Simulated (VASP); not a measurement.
# NbRu3 (Pm-3m) in VASP: electric field gradients with LDA

Aim: the electric field gradients of NbRu3 with LDA.

Everything below comes from runs of VASP 6.6.1. Logs are shortened: lines on timing, memory, paths and dates and some standing lists are left out, and cuts for length are marked.

## Step 1: The crystal as given

Symmetry: Pm-3m, No. 221, cubic system. The conventional cell has a = 3.885 Å, b = 3.885 Å, c = 3.885 Å, α = 90.00°, β = 90.00°, γ = 90.00°. Nb (site symmetry m-3m) has 12 Ru at 2.75 Å as nearest neighbours. Ru (site symmetry 4/mmm) has 4 Nb at 2.75 Å and 8 Ru at 2.75 Å as nearest neighbours.

The cell comes from a database or a generator and needn't be the stable form of this composition.

## Step 2: Electric field gradients, LDA

INCAR

```
PREC = Accurate
ENCUT = 520
EDIFF = 1E-8
ISMEAR = -1
SIGMA = 0.05
LREAL = False
LASPH = True
NELM = 100
ALGO = Fast
ISIF = 2
LWAVE = False
LCHARG = False
LEFG = True
NBANDS = 36
```

KPOINTS

```
Automatic mesh
0
Gamma
  9 9 9
```

POSCAR

```
NbRu3
1.0
    3.8851109900      0.0000000000      0.0000000000
    0.0000000000      3.8851109900      0.0000000000
    0.0000000000      0.0000000000      3.8851109900
Nb Ru
1 3
Direct
    0.0000000000      0.0000000000      0.0000000000
    0.0000000000      0.5000000000      0.5000000000
    0.5000000000      0.5000000000      0.0000000000
    0.5000000000      0.0000000000      0.5000000000
```

Potentials or basis: VASP PAW LDA potentials, release 64 (Nb_sv, Ru_pv).

Command:

```console
$ cat potpaw_LDA.64/Nb_sv/POTCAR potpaw_LDA.64/Ru_pv/POTCAR > POTCAR
$ mpirun -np 1 vasp_std > vasp.out
```

OUTCAR:

```text
PREC = Accurate
   ENCUT = 520
   EDIFF = 1E-8
   ISMEAR = -1
   LREAL = False
   LASPH = True
   NELM = 100
   ISIF = 2

 ion  position               nearest neighbor table
   1  0.000  0.000  0.000-   2 2.75   3 2.75   4 2.75   2 2.75   4 2.75   2 2.75   3 2.75   2 2.75
                             3 2.75   4 2.75   4 2.75   3 2.75
   2  0.000  0.500  0.500-   1 2.75   3 2.75   4 2.75   1 2.75   3 2.75   1 2.75   4 2.75   1 2.75
                             3 2.75   4 2.75   3 2.75   4 2.75
   3  0.500  0.500  0.000-   1 2.75   2 2.75   4 2.75   2 2.75   4 2.75   1 2.75   4 2.75   4 2.75
                             1 2.75   2 2.75   2 2.75   1 2.75
   4  0.500  0.000  0.500-   1 2.75   2 2.75   3 2.75   1 2.75   3 2.75   2 2.75   3 2.75   3 2.75
                             1 2.75   2 2.75   1 2.75   2 2.75

  LATTYP: Found a simple cubic cell.
 ALAT       =     3.8851109900

  Lattice vectors:

 A1 = (   3.8851109900,   0.0000000000,   0.0000000000)
 A2 = (   0.0000000000,   3.8851109900,   0.0000000000)
 A3 = (   0.0000000000,   0.0000000000,   3.8851109900)

Analysis of symmetry for initial positions (statically):
=====================================================================
 Subroutine PRICEL returns:
 Original cell was already a primitive cell.

 Routine SETGRP: Setting up the symmetry group for a
 simple cubic supercell.

 Subroutine GETGRP returns: Found 48 space group operations
 (whereof 48 operations were pure point group operations)
 out of a pool of 48 trial point group operations.

The static configuration has the point symmetry O_h .

Analysis of symmetry for dynamics (positions and initial velocities):
=====================================================================
 Subroutine PRICEL returns:
 Original cell was already a primitive cell.

 Routine SETGRP: Setting up the symmetry group for a
 simple cubic supercell.

 Subroutine GETGRP returns: Found 48 space group operations
 (whereof 48 operations were pure point group operations)
 out of a pool of 48 trial point group operations.

The dynamic configuration has the point symmetry O_h .

 Subroutine INISYM returns: Found 48 space group operations
 (whereof 48 operations are pure point group operations),
 and found     1 'primitive' translations

----------------------------------------------------------------------------------------

                                     Primitive cell

  volume of cell :      58.6422

  direct lattice vectors                    reciprocal lattice vectors
     3.885110990  0.000000000  0.000000000     0.257392904  0.000000000  0.000000000
     0.000000000  3.885110990  0.000000000     0.000000000  0.257392904  0.000000000
     0.000000000  0.000000000  3.885110990     0.000000000  0.000000000  0.257392904

  length of vectors
     3.885110990  3.885110990  3.885110990     0.257392904  0.257392904  0.257392904

  position of ions in fractional coordinates (direct lattice)
     0.000000000  0.000000000  0.000000000
     0.000000000  0.500000000  0.500000000
     0.500000000  0.500000000  0.000000000
     0.500000000  0.000000000  0.500000000

  ion indices of the primitive-cell ions
   primitive index   ion index
                 1           1
                 2           2
                 3           3
                 4           4

----------------------------------------------------------------------------------------

 KPOINTS: Automatic mesh

Automatic generation of k-mesh.
 Grid dimensions read from file:
 generate k-points for:    9    9    9

 Generating k-lattice:

  Cartesian coordinates                     Fractional coordinates (reciprocal lattice)
     0.028599212  0.000000000  0.000000000     0.111111111  0.000000000  0.000000000
[... 42 lines left out ...]
   number of dos      NEDOS =    301   number of ions     NIONS =      4
   total plane-waves  NPLWV =  27000
   dimension x,y,z NGX =    30 NGY =   30 NGZ =   30
   dimension x,y,z NGXF=    60 NGYF=   60 NGZF=   60
   ions per type =               1   3
   NGX,Y,Z   is equivalent  to a cutoff of  12.84, 12.84, 12.84 a.u.
   NGXF,Y,Z  is equivalent  to a cutoff of  25.67, 25.67, 25.67 a.u.
 SYSTEM =  unknown system
   PREC   = accura    normal or accurate (medium, high low for compatibility)
   ISTART =      0    job   : 0-new  1-cont  2-samecut
   ICHARG =      2    charge: 1-file 2-atom 10-const
   ISPIN  =      1    spin polarized calculation?
   LNONCOLLINEAR =      F non collinear calculations
   LSORBIT =      F    spin-orbit coupling
   LASPH  =      T    aspherical Exc in radial PAW
   ENCUT  =  520.0 eV  38.22 Ry    6.18 a.u.   7.22  7.22  7.22*2*pi/ulx,y,z
   NELM   =    100;   NELMIN=  2; NELMDL= -5     # of ELM steps
   EDIFF  = 0.1E-07   stopping-criterion for ELM
   LREAL  =      F    real-space projection
   EDIFFG = 0.1E-06   stopping-criterion for IOM
   NSW    =      0    number of steps for IOM
   IBRION =     -1    ionic relax: 0-MD 1-quasi-New 2-CG
   NFREE  =      0    steps in history (QN), initial steepest desc. (CG)
   ISIF   =      2    stress and relaxation
   ISYM   =      2    0-nonsym 1-usesym 2-fastsym
   POTIM  = 0.5000    time-step for ionic-motion
   TEBEG  =    0.0;   TEEND  =   0.0 temperature during run
   PSTRESS=    0.0 pullay stress
   NELECT =      55.0000    total number of electrons
   NUPDOWN=      -1.0000    fix difference up-down
   EMIN   =  10.00;   EMAX   =-10.00  energy-range for DOS
   EFERMI =   0.00;   METHOD = LEGACY
   ISMEAR =    -1;   SIGMA  =   0.05  broadening in eV -4-tet -1-fermi 0-gaus
   EFERMI_NEDOS =   21; number of points for ismear=-14 and -15
   IALGO  =     68    algorithm
   IMIX   =      4    mixing-type and parameters
     AMIX     =   0.40;   BMIX     =  1.00
     AMIX_MAG =   1.60;   BMIX_MAG =  1.00
  volume/ion in A,a.u.               =      14.66        98.93
  Fermi-wavevector in a.u.,A,eV,Ry     =   1.602479  3.028246 34.938922  2.567938
  Thomas-Fermi vector in A             =   2.699293
   LORBIT       =      0    0 simple, 1 ext, 2 COOP (PROOUT), +10 PAW based schemes
   GGA     = CA    functional components
   LHFCALC =     F    Hartree Fock is set to
   AEXX    =    0.0000 exact exchange contribution
   IVDW    =     0    specifies the selected vdW correction
   LEPSILON=     F    determine dielectric tensor
   LRPA    =     F    only Hartree local field effects (RPA)
 non-spin polarized calculation
 RMM-DIIS sequential band-by-band and
  energy-cutoff  :      520.00
  volume of cell :       58.64
 maximum number of plane-waves:      1596
 NGX is ok and might be reduce to    30
   NGX = 15   NGY = 15   NGZ = 15

 number of electron      55.0000003 magnetization

 Free energy of the ion-electron system (eV)
  ---------------------------------------------------
  ext. energy  EPLUGINS =         0.00000000
  ---------------------------------------------------
  free energy    TOTEN  =       -43.74950707 eV

  energy without entropy =      -43.70461919  energy(sigma->0) =      -43.72706313

 E-fermi :  11.9578     XC(G=0): -13.8877

 val. band max:       11.9525751833   @ k =   0.4444   0.4444   0.3333
 cond. band min:      11.9728057519   @ k =   0.2222   0.2222   0.2222
 fundamental gap:      0.0202305685
 Fermi energy:        11.9577667435

 k-point     1 :       0.0000    0.0000    0.0000
  band No.  band energies     occupation
      1     -42.4805      2.00000
      2     -30.5529      2.00000
      3     -30.5529      2.00000
      4     -30.5529      2.00000
      5     -30.1688      2.00000
      6     -30.1688      2.00000
[... 925 lines left out ...]
     35      15.8476      0.00000
     36      18.5230      0.00000

 [... further k-points ...]
[... 5 lines left out ...]
  --------------------------------------------------------------------------------------
  -------------------------------------------------------------------------------------
  Total       -4.3868428     -4.3868428     -4.3868428      0.0000000     -0.0000000      0.0000000
  in kB     -119.8539533   -119.8539533   -119.8539533      0.0000000     -0.0000000      0.0000000
  external PRESSURE =    -119.8539533 kB  Pullay stress =       0.0000000 kB

 VOLUME and BASIS-vectors are now :
 -----------------------------------------------------------------------------
  energy-cutoff  :      520.00
  volume of cell :       58.64
      direct lattice vectors                 reciprocal lattice vectors
     3.885110990  0.000000000  0.000000000     0.257392904  0.000000000  0.000000000
     0.000000000  3.885110990  0.000000000     0.000000000  0.257392904  0.000000000
     0.000000000  0.000000000  3.885110990     0.000000000  0.000000000  0.257392904

 POSITION                                       TOTAL-FORCE (eV/Angst)
 -----------------------------------------------------------------------------------
      0.00000      0.00000      0.00000         0.000000      0.000000      0.000000
      0.00000      1.94256      1.94256         0.000000      0.000000      0.000000
      1.94256      1.94256      0.00000         0.000000      0.000000      0.000000
      1.94256      0.00000      1.94256         0.000000      0.000000      0.000000
 -----------------------------------------------------------------------------------
    total drift:                                0.000000      0.000000     -0.000000

  FREE ENERGIE OF THE ION-ELECTRON SYSTEM (eV)
  ---------------------------------------------------
  free  energy   TOTEN  =       -43.7495070663 eV

  energy  without entropy=      -43.7046191863  energy(sigma->0) =      -43.72706313

 Electric field gradients (V/A^2)
---------------------------------------------------------------------
 ion       V_xx      V_yy      V_zz      V_xy      V_xz      V_yz
---------------------------------------------------------------------
   1       0.000    -0.000    -0.000    -0.000     0.000     0.000
   2     -12.299     6.149     6.149    -0.000    -0.000    -0.000
   3       6.149     6.149   -12.299     0.000     0.000     0.000
   4       6.149   -12.299     6.149     0.000    -0.000     0.000
---------------------------------------------------------------------

 Electric field gradients after diagonalization (V/A^2)
 (convention: |V_zz| > |V_xx| > |V_yy|)
----------------------------------------------------------------------
 ion       V_xx      V_yy      V_zz     asymmetry (V_yy - V_xx)/ V_zz
----------------------------------------------------------------------
   1       0.000    -0.000    -0.000       0.524
   2       6.149     6.149   -12.299       0.000
   3       6.149     6.149   -12.299       0.000
   4       6.149     6.149   -12.299       0.000
----------------------------------------------------------------------

           NMR quadrupolar parameters

 Cq : quadrupolar parameter    Cq=e*Q*V_zz/h
 eta: asymmetry parameters     (V_yy - V_xx)/ V_zz
 Q  : nuclear electric quadrupole moment in mb (millibarn)
----------------------------------------------------------------------
 ion       Cq(MHz)       eta       Q (mb)
----------------------------------------------------------------------
   1      -0.000       0.524       1.000
   2      -0.030       0.000       1.000
   3      -0.030       0.000       1.000
   4      -0.030       0.000       1.000
----------------------------------------------------------------------
```

Wall time 75 s (1 thread of Intel Xeon 6975P-C (Granite Rapids), shared host); peak memory 0.18 GiB.

What came out:

| Property | Result |
| --- | --- |
| Free energy | -43.7495 eV |
| Pressure | -12.0 GPa |
| Band gap on the k mesh | none (metal or under the smearing width) |

Electric field gradients, principal values (V/Å²):
```
atom    Vxx    Vyy      Vzz
1 Nb  0.000  0.000    0.000
2 Ru  6.149  6.149  -12.299
3 Ru  6.149  6.149  -12.299
4 Ru  6.149  6.149  -12.299
```
